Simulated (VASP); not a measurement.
# ZrC: structure and properties in VASP, part 2 of 4

Wanted: the relaxed cell of ZrC and its properties. The start is a cell from a database of measured crystal structures.

VASP 6.6.1; AM05; plane waves and PAW (Zr_sv, C).

Still holding for the runs below: The k-mesh is coarse for a metal.

So far. Step 2 (Full relaxation (AM05)): It ends with forces that vanish by symmetry and a pressure of -0.05 GPa. The volume lies -2.1 % from that of the database's start, which holds the thermal and zero-point expansion of its experiment. Step 3 (Second relaxation): It ends with forces that vanish by symmetry and a pressure of -0.05 GPa. The volume moved by under 0.01 %: the run met its threshold at the first step.

### Step 4. Single point with fields (AM05)

A single point on the relaxed cell gives a clean self-consistent state, with density, ELF and potential written out.

INCAR

```
SYSTEM = ZrC
PREC = Accurate
ENCUT = 520
EDIFF = 1E-06
NELM = 100
ISMEAR = 0
SIGMA = 0.05
LREAL = .FALSE.
ALGO = Normal
GGA = AM
NBANDS = 14
LASPH = .TRUE.
LORBIT = 11
LWAVE = .FALSE.
LCHARG = .TRUE.
ISIF = 2
LELF = .TRUE.
LVHAR = .TRUE.
```

POSCAR

```
ZrC
1.0
    0.0000000000      2.3332811017      2.3332811017
    2.3332811017      0.0000000000      2.3332811017
    2.3332811017      2.3332811017      0.0000000000
Zr C
1 1
Direct
    0.5000000000      0.5000000000      0.5000000000
    0.0000000000      0.0000000000      0.0000000000
```

KPOINTS

```
Automatic mesh
0
Gamma
8 8 8
0 0 0
```

PAW data sets: Zr_sv and C (PBE family, release 64).

Run with:

```bash
$ mpirun -np 2 vasp_std
```

The log of the run:

```text
[banner, memory and clock lines left out]
running    2 mpi-ranks, on    1 nodes
 distrk:  each k-point on    2 cores,    1 groups
 distr:  one band on    1 cores,    2 groups

 POSCAR found type information on POSCAR ZrC
 POSCAR found :  2 types and       2 ions
 [... a notice as in an earlier step ...]

 LDA part: xc-table for (Slater+PW92), standard interpolation
 POSCAR, INCAR and KPOINTS ok, starting setup
 FFT: planning ... GRIDC
 FFT: planning ... GRID_SOFT
 FFT: planning ... GRID
 WAVECAR not read
 entering main loop
       N       E                     dE             d eps       ncg     rms          rms(c)
[... 3 cycles as in an earlier step ...]
DAV:   4    -0.231947896741E+02   -0.11166E+00   -0.11164E+00   978   0.585E+00
DAV:   5    -0.231959050910E+02   -0.11154E-02   -0.11154E-02  1142   0.522E-01    0.217E+01
DAV:   6    -0.202139174354E+02    0.29820E+01   -0.66398E+00   946   0.229E+01    0.808E+00
DAV:   7    -0.201147067109E+02    0.99211E-01   -0.41109E-01   924   0.551E+00    0.657E+00
DAV:   8    -0.201106603242E+02    0.40464E-02   -0.23321E-01   968   0.390E+00    0.369E+00
DAV:   9    -0.200924092078E+02    0.18251E-01   -0.51367E-02   908   0.164E+00    0.362E-01
DAV:  10    -0.200928986698E+02   -0.48946E-03   -0.20781E-03  1142   0.475E-01    0.466E-01
DAV:  11    -0.200926123044E+02    0.28637E-03   -0.91447E-04   920   0.243E-01    0.512E-02
DAV:  12    -0.200926099188E+02    0.23856E-05   -0.19433E-05  1006   0.320E-02    0.748E-03
DAV:  13    -0.200926099309E+02   -0.12109E-07   -0.56596E-07   682   0.653E-03
   1 F= -.20092610E+02 E0= -.20092224E+02  d E =-.772170E-03
```

Elapsed: 5.2 s, on 2 MPI ranks of Intel Xeon 6975P-C (Granite Rapids), shared host; peak memory 0.25 GiB; 9.3 s of CPU time.

Parts of OUTCAR (step 4):

```text
The static configuration has the point symmetry O_h .

 Found     29 irreducible k-points:

   NELECT =      16.0000    total number of electrons

 E-fermi :   9.6888

  Total       -0.0072607     -0.0072607     -0.0072607      0.0000000     -0.0000000     -0.0000000
  in kB       -0.4578877     -0.4578877     -0.4578877      0.0000000     -0.0000000     -0.0000000
  external PRESSURE =      -0.4578877 kB  Pullay stress =       0.0000000 kB

 POSITION                                       TOTAL-FORCE (eV/Angst)
 -----------------------------------------------------------------------------------
      2.33328      2.33328      2.33328        -0.000000      0.000000     -0.000000
      0.00000      0.00000      0.00000         0.000000     -0.000000      0.000000
 -----------------------------------------------------------------------------------
    total drift:                                0.000000      0.000000      0.000000

  FREE ENERGIE OF THE ION-ELECTRON SYSTEM (eV)
  ---------------------------------------------------
  free  energy   TOTEN  =       -20.0926099309 eV

[... 17 parts as in an earlier step ...]
```

This step gave:

```yaml
scf_cycles: 13
```

Valence electrons inside each PAW sphere by angular momentum. Sphere charges, by row:

```csv
atom,s (e),p (e),d (e),tot (e)
Zr1,2.18,6.047,1.667,9.895
C2,0.882,1.47,0,2.352
```

Valence density in the ac plane of the conventional cell at fractional y = 0.000, with atoms of Zr and C within 0.2 Å of it. It is the smooth field of the valence electrons, not physical close to the nuclei.

Ten even steps from '_' (0.2 e/Å³) to '@' (5.6 e/Å³), each cell a mean:
```
::::..__..==%%@@**::____..::
....______..==++--..______..
____________....____________
____________________________
::..________....________..::
##++..____..::::..______--**
@@##::____..::::::..__..++@@
@@**::____..::::::..__..==%%
++--..______......______..==
..________________________..
____________________________
..________..::::..________..
::..______--**##++..____..::
::::..__..++@@@@##::____..::
```
Columns run along a (4.7 Å), rows up along c (4.7 Å), edges of the conventional cell, whose origin can differ from the input's. Atoms in or near the plane, at fractional coordinates: Zr at (0.50, 0.00), Zr at (0.00, 0.50), C at (0.00, 0.00), C at (0.50, 0.50).

ELF in the ac plane of the conventional cell at fractional y = 0.000, with atoms of Zr and C within 0.2 Å of it. It is the smooth field of the valence electrons, not physical close to the nuclei.

Ten even steps from '0' (0.12) to '9' (0.80), each cell a mean:
```
27933999972694
99831699831699
66510134200366
21001333321012
75105899872037
99516976883289
89726920693499
99726942793399
98316999983169
42003666651013
33210122100133
98720377510589
68832899951697
06934998972692
```
Columns run along a (4.7 Å), rows up along c (4.7 Å), edges of the conventional cell, whose origin can differ from the input's. Atoms in or near the plane, at fractional coordinates: Zr at (0.50, 0.00), Zr at (0.00, 0.50), C at (0.00, 0.00), C at (0.50, 0.50).

Electrostatic potential energy in the ac plane of the conventional cell at fractional y = 0.000, with atoms of Zr and C within 0.2 Å of it. With pseudopotentials it is smooth inside the atoms' cores, unlike the true potential.

Values in eV, 14 rows by 14 columns, each cell a mean:
```
-35 -37  -6  -3 -22 -51 -65 -67 -60 -37  -9  -3 -19 -42
-25 -10  -1  -1 -11 -34 -51 -54 -44 -22  -4  -1  -4 -19
 -3  -2   0   0  -2 -11 -22 -25 -17  -6  -1   1  -1  -3
-11  -6  -2   0   0  -1  -3  -4  -2   0   0  -1  -4  -9
-41 -31 -13  -2   0  -1  -6  -8  -3   0   0  -6 -22 -37
-63 -54 -31  -6  -2 -10 -37 -42 -24  -3  -2 -17 -44 -60
-67 -63 -41 -11  -3 -25 -35 -15 -42  -8  -4 -25 -54 -67
-67 -60 -37  -9  -3 -19 -42 -35 -37  -6  -3 -22 -51 -65
-54 -44 -22  -4  -1  -4 -19 -25 -10  -1  -1 -11 -34 -51
-25 -17  -6  -1   1  -1  -3  -3  -2   0   0  -2 -11 -22
 -4  -2   0   0  -1  -4  -9 -11  -6  -2   0   0  -1  -3
 -8  -3   0   0  -6 -22 -37 -41 -31 -13  -2   0  -1  -6
-42 -24  -3  -2 -17 -44 -60 -63 -54 -31  -6  -2 -10 -37
-15 -42  -8  -4 -25 -54 -67 -67 -63 -41 -11  -3 -25 -35
```
Columns run along a (4.7 Å; values clipped at the 3rd and 97th percentile), rows up along c (4.7 Å), edges of the conventional cell, whose origin can differ from the input's. Atoms in or near the plane, at fractional coordinates: Zr at (0.50, 0.00), Zr at (0.00, 0.50), C at (0.00, 0.00), C at (0.50, 0.50).

In this run the pressure is -0.05 GPa, small enough to go on.

### Step 5. Bands along the symmetry lines (AM05)

Levels along the symmetry lines show where the bands peak and cross; KPOINTS_OPT computes them in the converged potential.

INCAR

```
SYSTEM = ZrC
PREC = Accurate
ENCUT = 520
EDIFF = 1E-06
NELM = 100
ISMEAR = 0
SIGMA = 0.05
LREAL = .FALSE.
ALGO = Normal
GGA = AM
NBANDS = 20
LASPH = .TRUE.
LORBIT = 11
LWAVE = .FALSE.
LCHARG = .FALSE.
KPAR = 2
```

POSCAR is that of step 4.

KPOINTS is that of step 4.

KPOINTS_OPT

```
Line mode
16
Line-mode
Reciprocal
  0.00000000   0.00000000   0.00000000 GAMMA
  0.50000000   0.00000000   0.50000000 X

  0.50000000   0.00000000   0.50000000 X
  0.50000000   0.25000000   0.75000000 W

  0.50000000   0.25000000   0.75000000 W
  0.37500000   0.37500000   0.75000000 K

  0.37500000   0.37500000   0.75000000 K
  0.00000000   0.00000000   0.00000000 GAMMA

  0.00000000   0.00000000   0.00000000 GAMMA
  0.50000000   0.50000000   0.50000000 L

  0.50000000   0.50000000   0.50000000 L
  0.62500000   0.25000000   0.62500000 U

  0.62500000   0.25000000   0.62500000 U
  0.50000000   0.25000000   0.75000000 W

  0.50000000   0.25000000   0.75000000 W
  0.50000000   0.50000000   0.50000000 L

  0.50000000   0.50000000   0.50000000 L
  0.37500000   0.37500000   0.75000000 K

  0.62500000   0.25000000   0.62500000 U
  0.50000000   0.00000000   0.50000000 X
```

Run with:

```bash
$ mpirun -np 2 vasp_std
```

The log of the run:

```text
[... set-up lines as in an earlier step ...]
 entering main loop
       N       E                     dE             d eps       ncg     rms          rms(c)
DAV:   1     0.102551599831E+03    0.10255E+03   -0.79611E+03  1160   0.807E+02
DAV:   2    -0.172479701897E+02   -0.11980E+03   -0.11141E+03  1352   0.238E+02
DAV:   3    -0.229865846903E+02   -0.57386E+01   -0.56094E+01  1764   0.434E+01
DAV:   4    -0.231949042170E+02   -0.20832E+00   -0.20807E+00  1376   0.550E+00
DAV:   5    -0.231959016105E+02   -0.99739E-03   -0.99737E-03  1452   0.420E-01    0.217E+01
DAV:   6    -0.202151440166E+02    0.29808E+01   -0.26559E+00  1392   0.160E+01    0.812E+00
DAV:   7    -0.201164588587E+02    0.98685E-01   -0.34199E-01  1400   0.402E+00    0.656E+00
DAV:   8    -0.201067043995E+02    0.97545E-02   -0.15144E-01  1428   0.271E+00    0.347E+00
DAV:   9    -0.200931829263E+02    0.13521E-01   -0.14864E-02  1268   0.855E-01    0.673E-01
DAV:  10    -0.200926689771E+02    0.51395E-03   -0.16061E-03  1396   0.291E-01    0.255E-01
DAV:  11    -0.200926104079E+02    0.58569E-04   -0.13607E-04  1500   0.794E-02    0.196E-02
DAV:  12    -0.200926098517E+02    0.55618E-06   -0.39348E-06  1312   0.143E-02
   1 F= -.20092610E+02 E0= -.20092224E+02  d E =-.772408E-03
 Start KPOINTS_OPT (optional k-point list driver)
k-point batch [1-29\160]
       N       E                     dE             ncg
DAV:   1     0.774162533108E+02   -0.15271E+05     1160
DAV:   2    -0.341974439836E+04   -0.34972E+04     1368
DAV:   3    -0.357192070427E+04   -0.15218E+03     1736
DAV:   4    -0.357946174400E+04   -0.75410E+01     1372
DAV:   5    -0.357953768279E+04   -0.75939E-01     1384
DAV:   6    -0.357953953237E+04   -0.18496E-02     1408
DAV:   7    -0.357953955736E+04   -0.24990E-04     1440
DAV:   8    -0.357953955803E+04   -0.66853E-06     1088
[...]
k-point batch [146-160\160]
       N       E                     dE             ncg
DAV:   1     0.930010041686E+04   -0.10865E+05      608
DAV:   2     0.752174025843E+04   -0.17784E+04      692
DAV:   3     0.743920611201E+04   -0.82534E+02      988
DAV:   4     0.743708837967E+04   -0.21177E+01      680
DAV:   5     0.743708357882E+04   -0.48008E-02      736
DAV:   6     0.743708352062E+04   -0.58199E-04      724
DAV:   7     0.743708351943E+04   -0.11878E-05      748
DAV:   8     0.743708351940E+04   -0.28102E-07      564
```

Wall time 17 s (2 MPI ranks); peak memory 0.31 GiB; 33 s of CPU time.

From OUTCAR (step 5):

```text
   k-points           NKPTS =     29   k-points in BZ     NKDIM =     29   number of bands    NBANDS=     20

   NELECT =      16.0000    total number of electrons

 E-fermi :   9.6888

 k-point     1 :       0.0000    0.0000    0.0000
  band No.  band energies     occupation
      1     -38.1118      2.00000
      2     -15.8579      2.00000
      3     -15.8579      2.00000
      4     -15.8579      2.00000
      5      -1.5855      2.00000
      6      10.7176      0.00000
      7      10.7176      0.00000
      8      10.7176      0.00000
      9      10.8209      0.00000
     10      10.8209      0.00000
    ...

  Total       -0.0093665     -0.0093665     -0.0093665      0.0000000     -0.0000000      0.0000000
  in kB       -0.5906880     -0.5906880     -0.5906880      0.0000000     -0.0000000      0.0000000
  external PRESSURE =      -0.5906880 kB  Pullay stress =       0.0000000 kB

  FREE ENERGIE OF THE ION-ELECTRON SYSTEM (eV)
  ---------------------------------------------------
  free  energy   TOTEN  =       -20.0926098517 eV

  energy  without entropy=      -20.0918374438  energy(sigma->0) =      -20.09222365

[... 9 parts as in an earlier step ...]

[... 8 further parts left out ...]
```

This step gave:

```yaml
scf_cycles: 12
bands: 20
pressure: -0.05907 GPa
```

The electronic bands at the labelled points (eV, zero at the Fermi level; # counts the bands kept, so #1 is VASP's band 5):

```csv
point,#1,#2,#3,#4,#5,#6,#7,#8
Γ,-11.27,1.03,1.03,1.03,1.13,1.13,1.13,2.93
0.53 of the way,-9.92,-3.34,-0.79,-0.30,-0.30,3.79,5.04,5.04
X,-10.09,-1.98,-1.84,0.16,0.16,4.65,5.91,5.91
0.53 of the way,-9.72,-2.19,-2.14,-1.55,1.39,5.20,5.92,6.12
W,-9.35,-2.63,-2.32,-2.32,3.41,3.41,5.92,7.31
0.47 of the way,-9.39,-2.87,-2.27,-1.96,2.32,4.39,5.85,7.32
K,-9.43,-3.05,-2.23,-1.53,1.56,5.08,5.61,7.64
0.47 of the way,-9.37,-3.62,-2.39,-1.90,2.56,3.79,4.58,5.72
Γ,-11.27,1.03,1.03,1.03,1.13,1.13,1.13,2.93
0.53 of the way,-9.80,-2.98,-1.90,-1.90,2.83,2.83,3.00,7.36
L,-8.03,-5.37,-2.95,-2.95,4.69,4.69,5.54,6.59
0.47 of the way,-8.56,-4.63,-2.60,-2.54,3.44,4.65,5.17,8.30
U,-9.43,-3.05,-2.23,-1.53,1.56,5.08,5.61,7.64
0.47 of the way,-9.40,-2.91,-2.26,-1.89,2.17,4.52,5.83,7.37
W,-9.35,-2.63,-2.32,-2.32,3.41,3.41,5.92,7.31
0.53 of the way,-8.69,-4.41,-2.53,-2.44,3.55,4.04,5.44,8.36
L,-8.03,-5.37,-2.95,-2.95,4.69,4.69,5.54,6.59
0.47 of the way,-8.56,-4.63,-2.60,-2.54,3.44,4.65,5.17,8.30
K,-9.43,-3.05,-2.23,-1.53,1.56,5.08,5.61,7.64
jump to U,-9.43,-3.05,-2.23,-1.53,1.56,5.08,5.61,7.64
0.53 of the way,-9.93,-2.11,-2.05,-0.41,0.42,5.52,5.72,5.86
X,-10.09,-1.98,-1.84,0.16,0.16,4.65,5.91,5.91
```

Of the projections kept (Zr, C), the largest for each band there; the rest of the weight can lie on other orbitals:

```csv
point,#1,#2,#3,#4,#5,#6,#7,#8
Γ,C 0.71,C 0.96,C 0.96,C 0.96,Zr 1.00,Zr 1.00,Zr 1.00,Zr 1.00
X,C 0.69,C 0.66,Zr 1.00,C 0.86,C 0.86,Zr 1.00,Zr 1.00,Zr 1.00
W,C 0.72,C 0.51,Zr 0.57,Zr 0.57,Zr 0.68,Zr 0.68,Zr 1.00,Zr 0.94
K,C 0.71,Zr 0.62,C 0.53,C 0.53,Zr 0.70,Zr 1.00,Zr 0.81,Zr 0.83
Γ,C 0.71,C 0.96,C 0.96,C 0.96,Zr 1.00,Zr 1.00,Zr 1.00,Zr 1.00
L,C 0.83,Zr 0.63,Zr 0.59,Zr 0.59,Zr 0.96,Zr 0.96,Zr 0.75,Zr 0.57
```

The electronic bands as a text plot (rows in eV, shown from -8.0 to 2.9 only):

```
    2.7 |            *       * *  *  **      *   *
    2.3 | *            * *      *   **          *           *
    1.8 |           *   *     **   **         **             *
    1.3 |*                      ****
    0.9 |**        *             **                           *
    0.4 |* *      *              * *                           *
    0.0 | *** *****             *  *                            *
   -0.5 |   **                  *   *                          *
   -0.9 | *  **    *           *    *                         *
   -1.4 |      *        *     **     *         *
   -1.8 |  *    *** *  * *   ***     **       * *           ** **
   -2.3 |       *  ***********         *     *********     *****
   -2.8 |   *  *      **    * *       * *****   ***   ******  *
   -3.2 |    **         *                     **   *         *
   -3.7 |                **  *                      *       *
   -4.1 |                  **          *     *
   -4.6 |                               *   *        *     *
   -5.0 |                                  *          ** **
   -5.5 |                                **             *
   -5.9 |
   -6.4 |
   -6.9 |
   -7.3 |
   -7.8 |
         Γ       X    W  K        Γ      L     U  W     L   K|U X
```

There is no gap at this level.

Of the bands kept, 4 cross the Fermi level on this path.

[end of part 2 of 4]

[Lines on the potential files, build, host, timing and source positions are cut from VASP's logs without a mark.]

[Logs are printed without paths, hosts, clocks, repeated set-up lines and the standing remarks that a program may print on its own settings, such as how far it seeks lower states.]

[Hosts, paths, dates, database ids (printed as entryN), source tags and the programs' standing remarks are cut or masked in the printed files.]

[A measured line is paired with the nearest computed mode of its activity, which favours agreement.]
